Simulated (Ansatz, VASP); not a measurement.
One calculation of SiB4, two programs

```
Si B
1.0
    -2.26947    2.26947    2.26947
     2.26947   -2.26947    2.26947
     2.26947    2.26947   -2.26947
Si B
1 4
Direct
  0.00000 0.00000 0.00000
  0.00000 0.00000 0.50000
  0.00000 0.50000 0.00000
  0.50000 0.00000 0.00000
  0.50000 0.50000 0.50000
```

Alike in both runs: functional PBE; k mesh 12 × 12 × 12; occupations gaussian, width 0.1 eV; no spin polarisation.

Ansatz relaxed the structure, and its values are those at the end. VASP's run is a single point on that final structure, the one shown.

|  | VASP | Ansatz |
| --- | --- | --- |
| version | VASP 6.6.1 | Ansatz 0.2.0 |
| potentials or method | VASP PAW PBE potentials, release 64 (Si, B) | scalar-relativistic, plane waves, PAW |
| plane-wave cutoff (eV) | 520 | 420 |
| valence electrons in the cell | 16 | 16 |

```tsv
	VASP	Ansatz	Ansatz less VASP
gap on the k mesh at the Fermi level (eV)	none	none	-
pressure (GPa)	-0.3	0.0	+0.26
```

A gap of «none» marks a metal or a gap that the smearing closes. The functional is the same, so the differences come from potentials, cutoffs and numerics.
